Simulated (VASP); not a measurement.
Input:

```
CsI
1.0
    4.52340     0.00000     0.00000
    0.00000     4.52340     0.00000
    0.00000     0.00000     4.52340
Cs I
1 1
Cartesian
  0.00000   0.00000   0.00000
  2.26170   2.26170   2.26170
```

The numbers are results of vdW-DF-cx, VASP's PBE PAW potentials (set 64) (plane waves; VASP), not measurements. Numerical set-up: 520 eV cut-off, Gaussian smearing of 0.050 eV, potentials Cs_sv I.

Unless said otherwise, spin-orbit coupling is left out, though it shifts the bands of the heavy elements here.

### Question
Give the energies of bands 4 to 11 at the high-symmetry points, in eV from the valence-band maximum.

### Answer

| band | Γ | X | M | R |
|---|---|---|---|---|
| 4 | -7.05 | -6.98 | -7.45 | -7.32 |
| 5 | -7.05 | -6.98 | -6.94 | -7.32 |
| 6 | -0.08 | -1.64 | -0.89 | -1.39 |
| 7 | -0.08 | -0.26 | -0.89 | -1.39 |
| 8 | -0.08 | -0.26 | 0.00 | -1.39 |
| 9 | 3.98 | 5.22 | 4.26 | 7.29 |
| 10 | 4.15 | 6.61 | 4.92 | 7.29 |
| 11 | 4.15 | 6.77 | 6.10 | 7.29 |

The gap is indirect, 3.98 eV, from the valence maximum at M to the conduction minimum at Γ.

Measured: gap 6.20 eV (computed value off by -2.22 eV), as given by Aguado et al., (1998), arXiv:cond-mat/9809176.

The compound is CsI in the CsCl type structure. It was relaxed first.
